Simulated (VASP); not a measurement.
# LiNO3 (R-3m) in VASP: notebook

The runs below take LiNO3 through single point, with LDA.

Program: VASP 6.6.1. These are calculated values, not measurements. Logs are shortened: lines on timing, memory, paths and dates and some standing lists are left out, and cuts for length are marked.

## (1) The crystal as given

It takes space group R-3m (No. 166, trigonal). Conventional cell: a = 4.123 Å, b = 4.123 Å, c = 10.068 Å, α = 90.00°, β = 90.00°, γ = 120.00°. Li (site symmetry -3m) is surrounded by 6 O at 2.06 Å. N (site symmetry -3m) is surrounded by 6 O at 2.06 Å. Around O (site symmetry 2/m) lie 2 Li at 2.06 Å and 2 N at 2.06 Å and 4 O at 2.06 Å.

The cell comes from a database or a generator and needn't be the stable form of this composition.

## (2) Single point, LDA

The input, INCAR:

```
PREC = Accurate
ENCUT = 520
EDIFF = 1E-6
ISMEAR = -1
SIGMA = 0.02
LREAL = False
LASPH = True
NELM = 60
ALGO = Normal
ISIF = 2
LWAVE = False
LCHARG = False
GGA = CA
NBANDS = 21
```

The input, KPOINTS:

```
Automatic mesh
0
Gamma
  4 4 4
```

The input, POSCAR:

```
LiNO3
1.0
    2.0613000000      1.1901000000      3.3561000000
   -2.0613000000      1.1901000000      3.3561000000
    0.0000000000     -2.3802000000      3.3561000000
Li N O
1 1 3
Direct
    0.0000000000      0.0000000000      0.0000000000
    0.5000000000      0.5000000000      0.5000000000
    0.0000000000      0.0000000000      0.5000000000
    0.5000000000      0.0000000000      0.0000000000
    0.0000000000      0.5000000000      0.0000000000
```

Potentials or basis: VASP PAW LDA potentials, release 64 (Li_sv, N, O).

On the command line:

```sh
> cat potpaw_LDA.64/Li_sv/POTCAR potpaw_LDA.64/N/POTCAR potpaw_LDA.64/O/POTCAR > POTCAR
> mpirun -np 1 vasp_std > vasp.out
```

OUTCAR:

```text
PREC = Accurate
   ENCUT = 520
   EDIFF = 1E-6
   ISMEAR = -1
   LREAL = False
   LASPH = True
   NELM = 60
   ISIF = 2
   GGA = CA

 ion  position               nearest neighbor table
   1  0.000  0.000  0.000-   4 2.06   5 2.06   5 2.06   4 2.06   3 2.06   3 2.06
   2  0.500  0.500  0.500-
   3  0.000  0.000  0.500-   1 2.06   1 2.06
   4  0.500  0.000  0.000-   1 2.06   1 2.06
   5  0.000  0.500  0.000-   1 2.06   1 2.06

  LATTYP: Found a trigonal (rhomboedric) cell.
 ALAT       =     4.1144573458
 COS(alpha) =     0.4980131795

  Lattice vectors:

 A1 = (   2.0613000000,   1.1901000000,   3.3561000000)
 A2 = (  -2.0613000000,   1.1901000000,   3.3561000000)
 A3 = (   0.0000000000,  -2.3802000000,   3.3561000000)

Analysis of symmetry for initial positions (statically):
=====================================================================
 Subroutine PRICEL returns:
 Original cell was already a primitive cell.

 Routine SETGRP: Setting up the symmetry group for a
 trigonal (rhombohedral) supercell.

 Subroutine GETGRP returns: Found 12 space group operations
 (whereof 12 operations were pure point group operations)
 out of a pool of 12 trial point group operations.

The static configuration has the point symmetry D_3d.

Analysis of symmetry for dynamics (positions and initial velocities):
=====================================================================
 Subroutine PRICEL returns:
 Original cell was already a primitive cell.

 Routine SETGRP: Setting up the symmetry group for a
 trigonal (rhombohedral) supercell.

 Subroutine GETGRP returns: Found 12 space group operations
 (whereof 12 operations were pure point group operations)
 out of a pool of 12 trial point group operations.

The dynamic configuration has the point symmetry D_3d.

 Subroutine INISYM returns: Found 12 space group operations
 (whereof 12 operations are pure point group operations),
 and found     1 'primitive' translations

----------------------------------------------------------------------------------------

                                     Primitive cell

  volume of cell :      49.3982

  direct lattice vectors                    reciprocal lattice vectors
     2.061300000  1.190100000  3.356100000     0.242565371  0.140044254  0.099321633
    -2.061300000  1.190100000  3.356100000    -0.242565371  0.140044254  0.099321633
     0.000000000 -2.380200000  3.356100000     0.000000000 -0.280088508  0.099321633

  length of vectors
     4.114450499  4.114450499  4.114457346     0.297178632  0.297178632  0.297177319

  position of ions in fractional coordinates (direct lattice)
     0.000000000  0.000000000  0.000000000
     0.500000000  0.500000000  0.500000000
     0.000000000  0.000000000  0.500000000
     0.500000000  1.000000000  0.000000000
     1.000000000  0.500000000  0.000000000

  ion indices of the primitive-cell ions
   primitive index   ion index
                 1           1
                 2           2
                 3           3
                 4           4
                 5           5

----------------------------------------------------------------------------------------

 KPOINTS: Automatic mesh

Automatic generation of k-mesh.
 Grid dimensions read from file:
 generate k-points for:    4    4    4

 Generating k-lattice:

  Cartesian coordinates                     Fractional coordinates (reciprocal lattice)
     0.060641343  0.035011063  0.024830408     0.250000000 -0.000000000  0.000000000
    -0.060641343  0.035011063  0.024830408    -0.000000000  0.250000000  0.000000000
     0.000000000 -0.070022127  0.024830408     0.000000000  0.000000000  0.250000000

  Length of vectors
     0.074294658  0.074294658  0.074294330

  Shift w.r.t. Gamma in fractional coordinates (k-lattice)
     0.000000000  0.000000000  0.000000000

 Subroutine IBZKPT returns following result:
 ===========================================

 Found     13 irreducible k-points:

 Following reciprocal coordinates:
            Coordinates               Weight
  0.000000  0.000000  0.000000      1.000000
  0.250000  0.000000  0.000000      6.000000
  0.500000  0.000000  0.000000      3.000000
  0.250000  0.250000  0.000000      6.000000
  0.500000  0.250000  0.000000     12.000000
 -0.250000  0.250000  0.000000      6.000000
  0.500000  0.500000  0.000000      3.000000
  0.250000  0.250000  0.250000      2.000000
  0.500000  0.250000  0.250000      6.000000
 -0.250000  0.250000  0.250000      6.000000
  0.500000  0.500000  0.250000      6.000000
 -0.250000  0.500000  0.250000      6.000000
  0.500000  0.500000  0.500000      1.000000
   k-points           NKPTS =     13   k-points in BZ     NKDIM =     13   number of bands    NBANDS=     21
   number of dos      NEDOS =    301   number of ions     NIONS =      5
   total plane-waves  NPLWV =  32768
   dimension x,y,z NGX =    32 NGY =   32 NGZ =   32
   dimension x,y,z NGXF=    64 NGYF=   64 NGZF=   64
   ions per type =               1   1   3
   NGX,Y,Z   is equivalent  to a cutoff of  12.93, 12.93, 12.93 a.u.
   NGXF,Y,Z  is equivalent  to a cutoff of  25.86, 25.86, 25.86 a.u.
 SYSTEM =  unknown system
   PREC   = accura    normal or accurate (medium, high low for compatibility)
   ISTART =      0    job   : 0-new  1-cont  2-samecut
   ICHARG =      2    charge: 1-file 2-atom 10-const
   ISPIN  =      1    spin polarized calculation?
   LNONCOLLINEAR =      F non collinear calculations
   LSORBIT =      F    spin-orbit coupling
   LASPH  =      T    aspherical Exc in radial PAW
   ENCUT  =  520.0 eV  38.22 Ry    6.18 a.u.   7.65  7.65  7.65*2*pi/ulx,y,z
   NELM   =     60;   NELMIN=  2; NELMDL= -5     # of ELM steps
   EDIFF  = 0.1E-05   stopping-criterion for ELM
   LREAL  =      F    real-space projection
   EDIFFG = 0.1E-04   stopping-criterion for IOM
   NSW    =      0    number of steps for IOM
   IBRION =     -1    ionic relax: 0-MD 1-quasi-New 2-CG
   NFREE  =      0    steps in history (QN), initial steepest desc. (CG)
   ISIF   =      2    stress and relaxation
   ISYM   =      2    0-nonsym 1-usesym 2-fastsym
   POTIM  = 0.5000    time-step for ionic-motion
   TEBEG  =    0.0;   TEEND  =   0.0 temperature during run
   PSTRESS=    0.0 pullay stress
   NELECT =      26.0000    total number of electrons
   NUPDOWN=      -1.0000    fix difference up-down
   EMIN   =  10.00;   EMAX   =-10.00  energy-range for DOS
   EFERMI =   0.00;   METHOD = LEGACY
   ISMEAR =    -1;   SIGMA  =   0.02  broadening in eV -4-tet -1-fermi 0-gaus
   EFERMI_NEDOS =   21; number of points for ismear=-14 and -15
   IALGO  =     38    algorithm
   IMIX   =      4    mixing-type and parameters
     AMIX     =   0.40;   BMIX     =  1.00
     AMIX_MAG =   1.60;   BMIX_MAG =  1.00
  volume/ion in A,a.u.               =       9.88        66.67
  Fermi-wavevector in a.u.,A,eV,Ry     =   1.321790  2.497820 23.771118  1.747128
  Thomas-Fermi vector in A             =   2.451518
   LORBIT       =      0    0 simple, 1 ext, 2 COOP (PROOUT), +10 PAW based schemes
   GGA     = CA    functional components
   LHFCALC =     F    Hartree Fock is set to
   AEXX    =    0.0000 exact exchange contribution
   IVDW    =     0    specifies the selected vdW correction
   LEPSILON=     F    determine dielectric tensor
   LRPA    =     F    only Hartree local field effects (RPA)
 non-spin polarized calculation
  energy-cutoff  :      520.00
  volume of cell :       49.40
 maximum number of plane-waves:      1363
 NGX is ok and might be reduce to    32
   NGX = 15   NGY = 15   NGZ = 15

 number of electron      25.9999986 magnetization

 Free energy of the ion-electron system (eV)
  ---------------------------------------------------
  ext. energy  EPLUGINS =         0.00000000
  ---------------------------------------------------
  free energy    TOTEN  =       -21.58443784 eV

  energy without entropy =      -21.56454973  energy(sigma->0) =      -21.57449378

 E-fermi :   0.5772     XC(G=0): -10.5362

 val. band max:        0.5642875369   @ k =  -0.2500   0.2500   0.0000
 cond. band min:       0.5998473305   @ k =   0.5000   0.2500   0.2500
 fundamental gap:      0.0355597937
 Fermi energy:         0.5772322518

 k-point     1 :       0.0000    0.0000    0.0000
  band No.  band energies     occupation
      1     -41.5573      2.00000
      2     -19.3949      2.00000
      3     -14.7668      2.00000
      4     -14.7668      2.00000
      5     -10.5335      2.00000
      6      -6.5660      2.00000
[... 13 lines left out ...]
     20      13.7082      0.00000
     21      15.0945      0.00000

 k-point     2 :       0.2500    0.0000    0.0000
  band No.  band energies     occupation
      1     -41.5566      2.00000
      2     -18.9339      2.00000
      3     -15.7142      2.00000
      4     -14.8854      2.00000
      5     -11.2697      2.00000
      6      -5.5364      2.00000
[... 13 lines left out ...]
     20      12.9152      0.00000
     21      15.6309      0.00000

 k-point     3 :       0.5000    0.0000    0.0000
  band No.  band energies     occupation
      1     -41.5560      2.00000
      2     -17.9484      2.00000
      3     -17.1341      2.00000
      4     -14.9967      2.00000
      5     -11.7260      2.00000
      6      -4.1529      2.00000
[... 13 lines left out ...]
     20      12.6041      0.00000
     21      15.8729      0.00000

 k-point     4 :       0.2500    0.2500    0.0000
  band No.  band energies     occupation
      1     -41.5562      2.00000
      2     -18.9268      2.00000
      3     -15.6828      2.00000
      4     -14.9288      2.00000
      5     -11.2899      2.00000
      6      -5.4912      2.00000
[... 13 lines left out ...]
     20      13.0871      0.00000
     21      16.0058      0.00000

 k-point     5 :       0.5000    0.2500    0.0000
  band No.  band energies     occupation
      1     -41.5556      2.00000
      2     -18.0852      2.00000
      3     -16.7005      2.00000
      4     -15.4624      2.00000
      5     -11.4725      2.00000
      6      -4.7288      2.00000
[... 13 lines left out ...]
     20      12.7870      0.00000
     21      16.4077      0.00000

 k-point     6 :      -0.2500    0.2500    0.0000
  band No.  band energies     occupation
      1     -41.5560      2.00000
      2     -18.1028      2.00000
      3     -16.6994      2.00000
      4     -15.4412      2.00000
      5     -11.4584      2.00000
      6      -4.7468      2.00000
[... 13 lines left out ...]
     20      12.8354      0.00000
     21      16.9173      0.00000

 k-point     7 :       0.5000    0.5000    0.0000
  band No.  band energies     occupation
      1     -41.5552      2.00000
      2     -17.9749      2.00000
      3     -17.0300      2.00000
      4     -15.0801      2.00000
      5     -11.7739      2.00000
      6      -4.0155      2.00000
[... 13 lines left out ...]
     20      12.1184      0.00000
     21      16.0103      0.00000

 k-point     8 :       0.2500    0.2500    0.2500
  band No.  band energies     occupation
      1     -41.5560      2.00000
      2     -19.3694      2.00000
      3     -14.7930      2.00000
      4     -14.7929      2.00000
      5     -10.5536      2.00000
      6      -6.4856      2.00000
[... 13 lines left out ...]
     20      13.2647      0.00000
     21      15.4485      0.00000

 k-point     9 :       0.5000    0.2500    0.2500
  band No.  band energies     occupation
      1     -41.5554      2.00000
      2     -18.8996      2.00000
      3     -15.7425      2.00000
      4     -14.9110      2.00000
      5     -11.2948      2.00000
      6      -5.4635      2.00000
[... 13 lines left out ...]
     20      12.4089      0.00000
     21      14.8589      0.00000

 k-point    10 :      -0.2500    0.2500    0.2500
  band No.  band energies     occupation
      1     -41.5556      2.00000
      2     -17.9622      2.00000
      3     -17.0817      2.00000
      4     -15.0385      2.00000
      5     -11.7488      2.00000
      6      -4.0831      2.00000
[... 13 lines left out ...]
     20      12.3599      0.00000
     21      15.6786      0.00000

 k-point    11 :       0.5000    0.5000    0.2500
  band No.  band energies     occupation
      1     -41.5550      2.00000
      2     -18.8926      2.00000
      3     -15.7112      2.00000
      4     -14.9539      2.00000
      5     -11.3145      2.00000
      6      -5.4184      2.00000
[... 13 lines left out ...]
     20      12.2795      0.00000
     21      14.9011      0.00000

 k-point    12 :      -0.2500    0.5000    0.2500
  band No.  band energies     occupation
      1     -41.5552      2.00000
      2     -18.0673      2.00000
      3     -16.7004      2.00000
      4     -15.4852      2.00000
      5     -11.4853      2.00000
      6      -4.7144      2.00000
[... 13 lines left out ...]
     20      12.8246      0.00000
     21      15.6428      0.00000

 k-point    13 :       0.5000    0.5000    0.5000
  band No.  band energies     occupation
      1     -41.5548      2.00000
      2     -19.3436      2.00000
      3     -14.8190      2.00000
      4     -14.8190      2.00000
      5     -10.5692      2.00000
      6      -6.4094      2.00000
[... 13 lines left out ...]
     20      12.1663      0.00000
     21      14.4040      0.00000

------------------------ aborting loop because EDIFF is reached ----------------------------------------

  FORCE on cell =-STRESS in cart. coord.  units (eV):
  Direction    XX          YY          ZZ          XY          YZ          ZX
  --------------------------------------------------------------------------------------
  -------------------------------------------------------------------------------------
  Total       -3.5161138     -3.5161604     -1.5551316      0.0000000      0.0000000      0.0000000
  in kB     -114.0414420   -114.0429542    -50.4390524      0.0000000      0.0000000      0.0000000
  external PRESSURE =     -92.8411495 kB  Pullay stress =       0.0000000 kB

 VOLUME and BASIS-vectors are now :
 -----------------------------------------------------------------------------
  energy-cutoff  :      520.00
  volume of cell :       49.40
      direct lattice vectors                 reciprocal lattice vectors
     2.061300000  1.190100000  3.356100000     0.242565371  0.140044254  0.099321633
    -2.061300000  1.190100000  3.356100000    -0.242565371  0.140044254  0.099321633
     0.000000000 -2.380200000  3.356100000     0.000000000 -0.280088508  0.099321633

 POSITION                                       TOTAL-FORCE (eV/Angst)
 -----------------------------------------------------------------------------------
      0.00000      0.00000      0.00000         0.000000     -0.000000     -0.000000
      0.00000      0.00000      5.03415         0.000000      0.000000      0.000000
      0.00000     -1.19010      1.67805        -0.000000      0.000000      0.000000
      1.03065      0.59505      1.67805         0.000000      0.000000     -0.000000
     -1.03065      0.59505      1.67805        -0.000000     -0.000000     -0.000000
 -----------------------------------------------------------------------------------
    total drift:                               -0.000000      0.000000     -0.000000

  FREE ENERGIE OF THE ION-ELECTRON SYSTEM (eV)
  ---------------------------------------------------
  free  energy   TOTEN  =       -21.5844378377 eV

  energy  without entropy=      -21.5645497265  energy(sigma->0) =      -21.57449378
```

It took 11 s on 1 thread of Intel Xeon 6975P-C (Granite Rapids), shared host; peak memory 0.14 GiB.

Results:

* Free energy: -21.5844 eV
* Band gap on the k mesh: none (metal or under the smearing width)

Caveat: the k mesh is coarse (spacing up to 0.47 Å⁻¹), so the values aren't converged; the cutoff is under 1.25 times the usual one of these potentials, so pressure, stress and relaxed cells hold a basis-set (Pulay) error.

## (3) Single point, LDA

The input, INCAR:

```
SYSTEM = LiNO3
ALGO = Fast ; EDIFF = 1E-6
ENCUT = 520 ; ISIF = 2
ISMEAR = -1 ; LASPH = .TRUE.
LCHARG = .FALSE. ; LREAL = .FALSE.
LWAVE = .FALSE. ; NBANDS = 21
NELM = 100 ; PREC = Accurate
SIGMA = 0.02
```

The input, KPOINTS:

```
k-points
0
G
  7 7 7
  0 0 0
```

POSCAR is that of step 2.

Potentials or basis: VASP PAW LDA potentials, release 64 (Li_sv, N, O).

On the command line:

```sh
> cat potpaw_LDA.64/Li_sv/POTCAR potpaw_LDA.64/N/POTCAR potpaw_LDA.64/O/POTCAR > POTCAR
> mpirun -np 1 vasp_std > vasp.out
```

It took 22 s on 1 thread of Intel Xeon 6975P-C (Granite Rapids), shared host; peak memory 0.17 GiB.

The run converged. Its results:

```
Free energy            : -21.8318 eV
Band gap on the k mesh : none (metal or under the smearing width)
```

Levels at points of the mesh, in eV from the Fermi level:
```tsv
k point	band 11	band 12	band 13	band 14	band 15	band 16
(0.00, 0.00, 0.00)	-1.30	0.04	0.84	1.35	1.35	3.69
```

Caveat: the cutoff is under 1.25 times the usual one of these potentials, so pressure, stress and relaxed cells hold a basis-set (Pulay) error.
